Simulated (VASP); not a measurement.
# CoSi2: convergence with the smearing and plane-wave cutoff

Aim: find what the smearing and plane-wave cutoff change for CoSi2, and what they cost. The series runs use r2SCAN. The smearing tried: ISMEAR = 0, SIGMA = 0.01; ISMEAR = 0, SIGMA = 0.05; ISMEAR = 0, SIGMA = 0.1; ISMEAR = 0, SIGMA = 0.2; ISMEAR = 0, SIGMA = 0.5; ISMEAR = 1, SIGMA = 0.01; ISMEAR = 1, SIGMA = 0.05; ISMEAR = 1, SIGMA = 0.1; ISMEAR = 1, SIGMA = 0.2; ISMEAR = 1, SIGMA = 0.5; ISMEAR = -5. The plane-wave cutoff tried: ENCUT = 160; ENCUT = 200; ENCUT = 240; ENCUT = 270; ENCUT = 310; ENCUT = 350; ENCUT = 430; ENCUT = 540. The start is a cell from a database of measured crystal structures.

Method: r2SCAN, spin-polarised from a ferromagnetic start (one magnetic atom a cell); plane waves and PAW (Co, Si), in VASP 6.6.1.

The database entry behind the starting cell differs from later determinations by our own check (0.1 to 0.3 % short, probably kX units), so it need not match the best structure at ambient conditions.

## (1) The starting structure

The structure is cubic, space group Fm-3m (No. 225). The conventional cell has a = 5.356 Å, b = 5.356 Å, c = 5.356 Å, α = 90.00°, β = 90.00°, γ = 90.00°. Co has 8 Si at 2.32 Å nearest. Nearest to Si lie 4 Co at 2.32 Å. Farther neighbours are not listed.

As a file:

```cif
data_structure
_symmetry_space_group_name_H-M 'Fm-3m'
_symmetry_Int_Tables_number 225
_cell_length_a 5.3560
_cell_length_b 5.3560
_cell_length_c 5.3560
_cell_angle_alpha 90.000
_cell_angle_beta 90.000
_cell_angle_gamma 90.000
_cell_volume 153.65
loop_
_atom_site_label
_atom_site_type_symbol
_atom_site_symmetry_multiplicity
_atom_site_Wyckoff_symbol
_atom_site_fract_x
_atom_site_fract_y
_atom_site_fract_z
_atom_site_occupancy
Co1 Co 4 a 0.00000 0.00000 0.00000 1
Si1 Si 8 c 0.25000 0.75000 0.75000 1
```

## (2) Smearing: ISMEAR = 0, SIGMA = 0.01

Smearing steadies the sum over the Fermi surface at the price of an entropy term. r2SCAN adds the kinetic-energy density, costs more than a GGA and is run with LASPH.

File INCAR:

```
SYSTEM = CoSi2
PREC = Accurate
ENCUT = 400
EDIFF = 1E-06
NELM = 100
ISMEAR = 0
SIGMA = 0.01
LREAL = .FALSE.
ALGO = Normal
METAGGA = R2SCAN
LASPH = .TRUE.
NBANDS = 18
ISPIN = 2
MAGMOM = 2 0 0
LMAXMIX = 4
LORBIT = 11
LWAVE = .FALSE.
LCHARG = .FALSE.
KPAR = 4
ISIF = 2
```

File POSCAR:

```
CoSi2
1.0
    0.0000000000      2.6780000000      2.6780000000
    2.6780000000      0.0000000000      2.6780000000
    2.6780000000      2.6780000000      0.0000000000
Co Si
1 2
Direct
    0.0000000000      0.0000000000      0.0000000000
    0.2500000000      0.2500000000      0.2500000000
    0.7500000000      0.7500000000      0.7500000000
```

File KPOINTS:

```
Automatic mesh
0
Gamma
7 7 7
0 0 0
```

Potentials, in the order of the species: Co and Si (PBE family, release 64).

Command:

```
$ mpirun -np 4 vasp_std
```

The program printed:

```text
[banner, memory and clock lines left out]
running    4 mpi-ranks, on    1 nodes
 distrk:  each k-point on    1 cores,    4 groups
 distr:  one band on    1 cores,    1 groups

 POSCAR found type information on POSCAR CoSi
 POSCAR found :  2 types and       3 ions
|                                                                             |
|               ----> ADVICE to this user running VASP <----                  |
|                                                                             |
|     You enforced a specific xc type in the INCAR file but a different       |
|     [... a line on the potential file left out ...]
|     I HOPE YOU KNOW WHAT YOU ARE DOING!                                     |
|                                                                             |

 LDA part: xc-table for (None), standard interpolation
 POSCAR, INCAR and KPOINTS ok, starting setup
 FFT: planning ... GRIDC
 FFT: planning ... GRID_SOFT
 FFT: planning ... GRID
 WAVECAR not read
 entering main loop
       N       E                     dE             d eps       ncg     rms          rms(c)
DAV:   1     0.420106180588E+02    0.42011E+02   -0.58030E+03  1472   0.746E+02
DAV:   2    -0.320672416019E+02   -0.74078E+02   -0.66341E+02  1546   0.175E+02
DAV:   3    -0.352813427019E+02   -0.32141E+01   -0.31321E+01  1798   0.411E+01
DAV:   4    -0.353350550033E+02   -0.53712E-01   -0.53641E-01  1736   0.493E+00
DAV:   5    -0.353366771502E+02   -0.16221E-02   -0.16220E-02  1700   0.884E-01    0.173E+01
DAV:   6    -0.382133022763E+02   -0.28766E+01   -0.24402E+01  1532   0.106E+02    0.211E+01
DAV:   7    -0.318882617504E+02    0.63250E+01   -0.10221E+01  1768   0.740E+01    0.451E+00
DAV:   8    -0.320323142218E+02   -0.14405E+00   -0.11050E+00  1940   0.117E+01    0.324E+00
DAV:   9    -0.319991903746E+02    0.33124E-01   -0.16697E-01  1620   0.636E+00    0.952E-01
DAV:  10    -0.320044159520E+02   -0.52256E-02   -0.11159E-02  1828   0.117E+00    0.447E-01
DAV:  11    -0.320049090474E+02   -0.49310E-03   -0.17391E-03  1724   0.319E-01    0.263E-01
DAV:  12    -0.320047489734E+02    0.16007E-03   -0.71266E-04  1918   0.402E-01    0.907E-02
DAV:  13    -0.320047767885E+02   -0.27815E-04   -0.10468E-04  1638   0.120E-01    0.258E-02
DAV:  14    -0.320047797695E+02   -0.29810E-05   -0.92742E-06  1892   0.238E-02    0.108E-02
DAV:  15    -0.320047797942E+02   -0.24709E-07   -0.10154E-06   846   0.162E-02
   1 F= -.32004780E+02 E0= -.32004709E+02  d E =-.141926E-03  mag=    -0.0553
```

Wall time 73 s (4 MPI ranks of AMD EPYC 7R43, shared host); peak memory 0.57 GiB; 4.8 min of CPU time.

The logs omit lines about the potential files and the build; timing stands in the text.

Parts of OUTCAR (step 2):

```text
ion  position               nearest neighbor table
   1  0.000  0.000  0.000-   3 2.32   2 2.32   3 2.32   2 2.32   3 2.32   3 2.32   2 2.32   2 2.32

  LATTYP: Found a face centered cubic cell.
 ALAT       =     5.3560000000

 Subroutine GETGRP returns: Found 48 space group operations
 (whereof 48 operations were pure point group operations)

The static configuration has the point symmetry O_h .

 Found     20 irreducible k-points:

   k-points           NKPTS =     20   k-points in BZ     NKDIM =     20   number of bands    NBANDS=     18

   dimension x,y,z NGX =    28 NGY =   28 NGZ =   28
   dimension x,y,z NGXF=    56 NGYF=   56 NGZF=   56

   ENCUT  =  400.0 eV  29.40 Ry    5.42 a.u.   6.18  6.18  6.18*2*pi/ulx,y,z

   NELECT =      17.0000    total number of electrons

 k-points in reciprocal lattice and weights: Automatic mesh
   0.00000000  0.00000000  0.00000000       0.003
   0.14285714  0.00000000  0.00000000       0.023
   0.28571429  0.00000000  0.00000000       0.023
   0.42857143  0.00000000  0.00000000       0.023
   0.14285714  0.14285714  0.00000000       0.017
   0.28571429  0.14285714  0.00000000       0.070
   0.42857143  0.14285714  0.00000000       0.070
  -0.42857143  0.14285714  0.00000000       0.070
  -0.28571429  0.14285714  0.00000000       0.070
[...]
-0.42857143  0.42857143  0.14285714       0.070
  -0.28571429  0.42857143  0.14285714       0.070

 average (electrostatic) potential at core
       1 -83.0225       2 -82.4320       3 -82.4320

 E-fermi :  10.0816

 spin component 1
 k-point     1 :       0.0000    0.0000    0.0000
  band No.  band energies     occupation
    ...
      2       5.7485      1.00000
      3       5.7485      1.00000
      4       5.7485      1.00000
      5       7.9978      1.00000
      6       7.9978      1.00000
      7      11.2550      0.00000
      8      13.6016      0.00000
      9      13.6016      0.00000
     10      13.6016      0.00000
     11      13.6257      0.00000
    ...

 k-point     2 :       0.1429    0.0000    0.0000
  band No.  band energies     occupation
    ...
      2       5.0061      1.00000
      3       5.8615      1.00000
      4       5.8615      1.00000
      5       7.9156      1.00000
      6       7.9156      1.00000
      7      10.6067      0.00000
      8      12.1106      0.00000
      9      12.2706      0.00000
     10      12.2706      0.00000
     11      14.6688      0.00000
    ...

 k-point     3 :       0.2857    0.0000    0.0000
  band No.  band energies     occupation
    ...
      3       6.1082      1.00000
      4       6.1082      1.00000
      5       7.8710      1.00000
      6       7.8710      1.00000
      7       8.7840      1.00000
      8      10.9101      0.00000
      9      10.9101      0.00000
     10      12.8998      0.00000
     11      13.9983      0.00000
     12      13.9983      0.00000
    ...

 k-point     4 :       0.4286    0.0000    0.0000
  band No.  band energies     occupation
    ...
      5       7.9051      1.00000
      6       8.1930      1.00000
      7       8.1930      1.00000
      8       9.7123      1.00000
      9       9.7123      1.00000
     10      13.1639      0.00000
     11      13.6560      0.00000
     12      13.6560      0.00000
     13      14.7728      0.00000
     14      20.1594      0.00000
    ...

 k-point     5 :       0.1429    0.1429    0.0000
  band No.  band energies     occupation
    ...
      2       5.1178      1.00000
      3       5.7634      1.00000
      4       5.7634      1.00000
      5       7.5842      1.00000
      6       8.1064      1.00000
      7      11.1453      0.00000
      8      11.1453      0.00000
      9      11.5104      0.00000
     10      11.9320      0.00000
     11      14.2187      0.00000
    ...

 k-point     6 :       0.2857    0.1429    0.0000
  band No.  band energies     occupation
    ...
      3       5.8792      1.00000
      4       5.9759      1.00000
      5       7.1426      1.00000
      6       8.1891      1.00000
      7       9.1114      1.00000
      8      10.1408      0.00000
      9      10.7937      0.00000
     10      12.2235      0.00000
     11      14.5144      0.00000
     12      15.2607      0.00000
    ...

  Total       -1.1355967     -1.1355967     -1.1355967      0.0000000      0.0000000     -0.0000000
  in kB      -47.3666870    -47.3666870    -47.3666870      0.0000000      0.0000000     -0.0000000
  external PRESSURE =     -47.3666870 kB  Pullay stress =       0.0000000 kB

  energy-cutoff  :      400.00
  volume of cell :       38.41
      direct lattice vectors                 reciprocal lattice vectors
     0.000000000  2.678000000  2.678000000    -0.186706497  0.186706497  0.186706497
     2.678000000  0.000000000  2.678000000     0.186706497 -0.186706497  0.186706497
     2.678000000  2.678000000  0.000000000     0.186706497  0.186706497 -0.186706497

 POSITION                                       TOTAL-FORCE (eV/Angst)
 -----------------------------------------------------------------------------------
      0.00000      0.00000      0.00000        -0.000000     -0.000000     -0.000000
      1.33900      1.33900      1.33900         0.000000      0.000000      0.000000
      4.01700      4.01700      4.01700        -0.000000     -0.000000      0.000000
 -----------------------------------------------------------------------------------
    total drift:                               -0.000000     -0.000000      0.000000

  FREE ENERGIE OF THE ION-ELECTRON SYSTEM (eV)
  ---------------------------------------------------
  free  energy   TOTEN  =       -32.0047797942 eV

  energy  without entropy=      -32.0046378682  energy(sigma->0) =      -32.00470883

 total charge
# of ion       s       p       d       tot
------------------------------------------
    1        0.564   0.761   7.588   8.913
    2        0.707   0.889   0.000   1.595
    3        0.707   0.889   0.000   1.595
--------------------------------------------------
tot          1.977   2.538   7.588  12.104

 magnetization (x)
# of ion       s       p       d       tot
------------------------------------------
    1       -0.001  -0.007  -0.035  -0.043
    2       -0.000  -0.003   0.000  -0.003
    3       -0.000  -0.003   0.000  -0.003
--------------------------------------------------
tot         -0.001  -0.012  -0.035  -0.048

[... 6 further parts left out ...]
```

The moments of the start collapse, so the state is non-magnetic; other starts or orders were not tried. The k-mesh is coarse for a metal. The PAW data sets were made with PBE, which is usual practice but a small mismatch for other functionals.

This step gave:

```yaml
electronic_steps: 15
electrons: 17
bands: 18
irreducible_k_points: 20
symmetry_operations: 48
free_energy_toten: -32.00 eV
energy_at_zero_smearing: -32.00 eV
fermi_energy: 10.08 eV
pressure: -4.737 GPa
moment_of_the_cell_from_the_last_line_of_the_log: -0.0553 μB
metallic: yes
```

Spin moment in the PAW sphere by atom:

| atom | spin moment in the PAW sphere (μB) |
| --- | --- |
| Co1 | -0.0430 |
| Si2 | -0.0030 |
| Si3 | -0.0030 |

The series starts at -10.6682 eV an atom and -4.74 GPa, after 15 cycles in 73 s. The entropy term T·S comes to 0.05 meV an atom in size.

## (3) Smearing: ISMEAR = 0, SIGMA = 0.05

INCAR, as its differences from that of step 2:

```diff
@@ -6,3 +6,3 @@
 ISMEAR = 0
-SIGMA = 0.01
+SIGMA = 0.05
 LREAL = .FALSE.
```

POSCAR is that of step 2.

KPOINTS is that of step 2.

Command:

```
$ mpirun -np 4 vasp_std
```

The program printed:

```text
[banner, memory and clock lines left out]
running    4 mpi-ranks, on    1 nodes
[...]
[... a notice as in an earlier step ...]

 LDA part: xc-table for (None), standard interpolation
 POSCAR, INCAR and KPOINTS ok, starting setup
[...]
entering main loop
       N       E                     dE             d eps       ncg     rms          rms(c)
DAV:   1     0.420080538362E+02    0.42008E+02   -0.58030E+03  1472   0.746E+02
DAV:   2    -0.320686458396E+02   -0.74077E+02   -0.66358E+02  1546   0.175E+02
DAV:   3    -0.352825298806E+02   -0.32139E+01   -0.31354E+01  1798   0.411E+01
DAV:   4    -0.353362234501E+02   -0.53694E-01   -0.53621E-01  1736   0.492E+00
[...]
DAV:  14    -0.320062301572E+02   -0.28082E-05   -0.77061E-06  1648   0.219E-02    0.136E-02
DAV:  15    -0.320062318466E+02   -0.16894E-05   -0.19523E-06  1450   0.173E-02    0.694E-03
DAV:  16    -0.320062321977E+02   -0.35106E-06   -0.73478E-07   814   0.110E-02
   1 F= -.32006232E+02 E0= -.32004902E+02  d E =-.266134E-02  mag=    -0.0001
```

Run time: 69 s. Hardware: 4 MPI ranks; peak memory 0.59 GiB; 4.5 min of CPU time.

OUTCAR, selected parts (step 3):

```text
  Total       -1.1174448     -1.1174448     -1.1174448      0.0000000      0.0000000      0.0000000
  in kB      -46.6095531    -46.6095531    -46.6095531      0.0000000      0.0000000      0.0000000
  external PRESSURE =     -46.6095531 kB  Pullay stress =       0.0000000 kB

 POSITION                                       TOTAL-FORCE (eV/Angst)
 -----------------------------------------------------------------------------------
      0.00000      0.00000      0.00000         0.000000     -0.000000      0.000000
      1.33900      1.33900      1.33900         0.000000      0.000000      0.000000
      4.01700      4.01700      4.01700        -0.000000     -0.000000     -0.000000
 -----------------------------------------------------------------------------------
    total drift:                               -0.000000     -0.000000      0.000000

  FREE ENERGIE OF THE ION-ELECTRON SYSTEM (eV)
  ---------------------------------------------------
  free  energy   TOTEN  =       -32.0062321977 eV

  energy  without entropy=      -32.0035708617  energy(sigma->0) =      -32.00490153

 magnetization (x)
# of ion       s       p       d       tot
------------------------------------------
    1       -0.000   0.000   0.000   0.000
    2        0.000   0.000   0.000   0.000
    3        0.000   0.000   0.000   0.000
--------------------------------------------------
tot         -0.000   0.000   0.000   0.000

[... 2 parts as in an earlier step ...]

[... 1 further part left out ...]
[key lines of the parts left out:]
E-fermi :  10.0781
```

Against the run before the energy at zero width moves by -0.06 meV an atom and the pressure by +0.08 GPa, after 16 cycles in 69 s. The entropy term T·S comes to 0.89 meV an atom in size.

## (4) Smearing: ISMEAR = 0, SIGMA = 0.1

INCAR, as its differences from that of step 3:

```diff
@@ -6,3 +6,3 @@
 ISMEAR = 0
-SIGMA = 0.05
+SIGMA = 0.1
 LREAL = .FALSE.
```

POSCAR is that of step 3.

KPOINTS is that of step 3.

Command:

```
$ mpirun -np 4 vasp_std
```

The program printed:

```text
[... set-up lines as in an earlier step ...]
 entering main loop
       N       E                     dE             d eps       ncg     rms          rms(c)
DAV:   1     0.420034883463E+02    0.42003E+02   -0.58030E+03  1472   0.746E+02
DAV:   2    -0.320710872304E+02   -0.74075E+02   -0.66357E+02  1546   0.175E+02
DAV:   3    -0.352851150305E+02   -0.32140E+01   -0.31355E+01  1798   0.411E+01
DAV:   4    -0.353388293111E+02   -0.53714E-01   -0.53641E-01  1736   0.493E+00
[...]
DAV:  13    -0.320090549741E+02   -0.29291E-04   -0.13607E-04  1614   0.117E-01    0.279E-02
DAV:  14    -0.320090516375E+02    0.33366E-05   -0.87821E-06  1698   0.197E-02    0.119E-02
DAV:  15    -0.320090516349E+02    0.25773E-08   -0.10786E-06   856   0.159E-02
   1 F= -.32009052E+02 E0= -.32006145E+02  d E =-.581278E-02  mag=    -0.0001
```

The job ended after 72 s (4 MPI ranks; peak memory 0.59 GiB).

Parts of OUTCAR (step 4):

```text
  Total       -1.1454694     -1.1454694     -1.1454694      0.0000000      0.0000000     -0.0000000
  in kB      -47.7784833    -47.7784833    -47.7784833      0.0000000      0.0000000     -0.0000000
  external PRESSURE =     -47.7784833 kB  Pullay stress =       0.0000000 kB

 POSITION                                       TOTAL-FORCE (eV/Angst)
 -----------------------------------------------------------------------------------
      0.00000      0.00000      0.00000         0.000000      0.000000      0.000000
      1.33900      1.33900      1.33900        -0.000000     -0.000000     -0.000000
      4.01700      4.01700      4.01700         0.000000      0.000000      0.000000
 -----------------------------------------------------------------------------------
    total drift:                               -0.000000     -0.000000      0.000000

  FREE ENERGIE OF THE ION-ELECTRON SYSTEM (eV)
  ---------------------------------------------------
  free  energy   TOTEN  =       -32.0090516349 eV

  energy  without entropy=      -32.0032388590  energy(sigma->0) =      -32.00614525

 magnetization (x)
# of ion       s       p       d       tot
------------------------------------------
    1       -0.000  -0.000  -0.000  -0.000
    2        0.000   0.000   0.000   0.000
    3        0.000   0.000   0.000   0.000
--------------------------------------------------
tot         -0.000  -0.000  -0.000  -0.000

[... 2 parts as in an earlier step ...]

[... 1 further part left out ...]
[key lines of the parts left out:]
E-fermi :  10.0449
```

Against the run before the energy at zero width moves by -0.41 meV an atom and the pressure by -0.12 GPa, after 15 cycles in 72 s. The entropy term T·S comes to 1.94 meV an atom in size.

## (5) Smearing: ISMEAR = 0, SIGMA = 0.2

INCAR, as its differences from that of step 4:

```diff
@@ -6,3 +6,3 @@
 ISMEAR = 0
-SIGMA = 0.1
+SIGMA = 0.2
 LREAL = .FALSE.
```

POSCAR is that of step 4.

KPOINTS is that of step 4.

Command:

```
$ mpirun -np 4 vasp_std
```

The program printed:

```text
[... set-up lines as in an earlier step ...]
 entering main loop
       N       E                     dE             d eps       ncg     rms          rms(c)
DAV:   1     0.419905964057E+02    0.41991E+02   -0.58030E+03  1472   0.746E+02
DAV:   2    -0.320795841598E+02   -0.74070E+02   -0.66316E+02  1546   0.175E+02
DAV:   3    -0.352957561452E+02   -0.32162E+01   -0.31355E+01  1798   0.411E+01
DAV:   4    -0.353495071897E+02   -0.53751E-01   -0.53677E-01  1736   0.493E+00
[...]
DAV:  13    -0.320159756787E+02   -0.27339E-04   -0.12982E-04  1650   0.121E-01    0.264E-02
DAV:  14    -0.320159720641E+02    0.36146E-05   -0.80992E-06  1692   0.196E-02    0.112E-02
DAV:  15    -0.320159720971E+02   -0.32956E-07   -0.91971E-07   842   0.150E-02
   1 F= -.32015972E+02 E0= -.32007005E+02  d E =-.179350E-01  mag=    -0.0002
```

Elapsed: 67 s, on 4 MPI ranks; peak memory 0.56 GiB; 4.4 min of CPU time.

Parts of OUTCAR (step 5):

```text
  Total       -1.1419927     -1.1419927     -1.1419927      0.0000000      0.0000000     -0.0000000
  in kB      -47.6334694    -47.6334694    -47.6334694      0.0000000      0.0000000     -0.0000000
  external PRESSURE =     -47.6334694 kB  Pullay stress =       0.0000000 kB

 POSITION                                       TOTAL-FORCE (eV/Angst)
 -----------------------------------------------------------------------------------
      0.00000      0.00000      0.00000         0.000000     -0.000000      0.000000
      1.33900      1.33900      1.33900         0.000000      0.000000     -0.000000
      4.01700      4.01700      4.01700        -0.000000     -0.000000      0.000000
 -----------------------------------------------------------------------------------
    total drift:                               -0.000000     -0.000000      0.000000

  FREE ENERGIE OF THE ION-ELECTRON SYSTEM (eV)
  ---------------------------------------------------
  free  energy   TOTEN  =       -32.0159720971 eV

  energy  without entropy=      -31.9980370723  energy(sigma->0) =      -32.00700458

[... 3 parts as in an earlier step ...]

[... 1 further part left out ...]
[key lines of the parts left out:]
E-fermi :   9.9978
```

Against the run before the energy at zero width moves by -0.29 meV an atom and the pressure by +0.01 GPa, after 15 cycles in 67 s. The entropy term T·S comes to 5.98 meV an atom in size.

[end of part 1 of 4]

[Lines on the potential files, build, host, timing and source positions are cut from VASP's logs without a mark.]

[Logs are printed without paths, hosts, clocks, repeated set-up lines and the standing remarks that a program may print on its own settings, such as how far it seeks lower states.]

[Hosts, paths, dates, database ids (printed as entryN), source tags and the programs' standing remarks are cut or masked in the printed files.]

[A measured line is paired with the nearest computed mode of its activity, which favours agreement.]
